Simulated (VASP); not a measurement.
Method: optB88-vdW, VASP's PBE PAW potentials (set 64) (plane waves; VASP).

The input files of a VASP run:

**POSCAR**
```
NaF
1
    0.0000000000     2.3137378425     2.3137378425
    2.3137378425     0.0000000000     2.3137378425
    2.3137378425     2.3137378425     0.0000000000
Na F
1 1
Direct
  1.0000000000   1.0000000000   0.0000000000
  0.5000000000   0.5000000000   0.5000000000
```

**KPOINTS**
```
k-points along high-symmetry lines
15
Line-mode
Reciprocal
  0.000000   0.000000   0.000000 ! GAMMA
  0.500000   0.000000   0.500000 ! X

  0.500000   0.000000   0.500000 ! X
  0.625000   0.250000   0.625000 ! U

  0.375000   0.375000   0.750000 ! K
  0.000000   0.000000   0.000000 ! GAMMA

  0.000000   0.000000   0.000000 ! GAMMA
  0.500000   0.500000   0.500000 ! L

  0.500000   0.500000   0.500000 ! L
  0.500000   0.250000   0.750000 ! W

  0.500000   0.250000   0.750000 ! W
  0.500000   0.000000   0.500000 ! X
```

### INCAR
```
AGGAC  =  0.0
ALGO  =  Normal
EDIFF  =  1E-7
ENCUT  =  520
GGA  =  BO
ICHARG  =  11
ISMEAR  =  0
LASPH  =  T
LCHARG  =  F
LORBIT  =  11
LREAL  =  F
LUSE_VDW  =  T
LWAVE  =  F
NELM  =  100
PARAM1  =  0.1833333333
PARAM2  =  0.22
PREC  =  Accurate
SIGMA  =  0.05
SYSTEM  =  NaF
```

POTCAR, in this order: Na_pv F (PBE.64 set). Program: vasp_std. Read from the step before: CHGCAR.

What VASP printed:

**OSZICAR**
```
       N       E                     dE             d eps       ncg     rms          rms(c)
DAV:   1     0.108492978834E+03    0.10849E+03   -0.83385E+03  2010   0.156E+03
DAV:   2     0.136542798366E+01   -0.10713E+03   -0.99493E+02  2154   0.354E+02
DAV:   3    -0.431210872514E+01   -0.56775E+01   -0.56583E+01  2277   0.835E+01
DAV:   4    -0.437133561080E+01   -0.59227E-01   -0.59217E-01  2148   0.905E+00
DAV:   5    -0.437195070954E+01   -0.61510E-03   -0.61509E-03  2249   0.944E-01
DAV:   6    -0.437196115182E+01   -0.10442E-04   -0.10442E-04  2167   0.122E-01
DAV:   7    -0.437196137708E+01   -0.22527E-06   -0.22527E-06  2264   0.176E-02
DAV:   8    -0.437196138206E+01   -0.49797E-08   -0.49758E-08  1737   0.263E-03
   1 F= -.43719614E+01 E0= -.43719614E+01  d E =-.136925E-19
```

**OUTCAR**
```
 val. band max:       -2.3751999308   @ k =   0.0000   0.0000   0.0000

 cond. band min:       4.0191557341   @ k =   0.0000   0.0000   0.0000



 k-point     1 :       0.0000    0.0000    0.0000
  band No.  band energies     occupation
      1     -21.4172      2.00000
      2     -21.4027      2.00000
      3     -21.4027      2.00000
      4     -21.4027      2.00000
      5      -2.3752      2.00000
      6      -2.3752      2.00000
      7      -2.3752      2.00000
      8       4.0192      0.00000
      9      16.6584      0.00000
     10      16.6584      0.00000
     11      16.6584      0.00000

 k-point     2 :       0.0357    0.0000    0.0357
  band No.  band energies     occupation
      1     -21.5149      2.00000
      2     -21.4033      2.00000
      3     -21.4033      2.00000
      4     -21.3019      2.00000
      5      -2.4079      2.00000
      6      -2.3809      2.00000
      7      -2.3809      2.00000
      8       4.0819      0.00000
      9      16.3970      0.00000
     10      16.6697      0.00000
     11      16.6697      0.00000

 k-point     3 :       0.0714    0.0000    0.0714
  band No.  band energies     occupation
      1     -21.6114      2.00000
      2     -21.4053      2.00000
      3     -21.4053      2.00000
      4     -21.1963      2.00000
      5      -2.5003      2.00000
      6      -2.3976      2.00000
      7      -2.3975      2.00000
      8       4.2650      0.00000
      9      15.8139      0.00000
     10      16.7026      0.00000
     11      16.7026      0.00000

 k-point     4 :       0.1071    0.0000    0.1071
  band No.  band energies     occupation
      1     -21.6958      2.00000
      2     -21.4084      2.00000
      3     -21.4084      2.00000
      4     -21.0977      2.00000
      5      -2.6375      2.00000
      6      -2.4241      2.00000
      7      -2.4241      2.00000
      8       4.5547      0.00000
      9      15.1416      0.00000
     10      16.7547      0.00000
...
```

The density is held fixed in this step, so its total energy and stress have no physical meaning.

The compound is NaF in the rock salt structure. It was relaxed first.
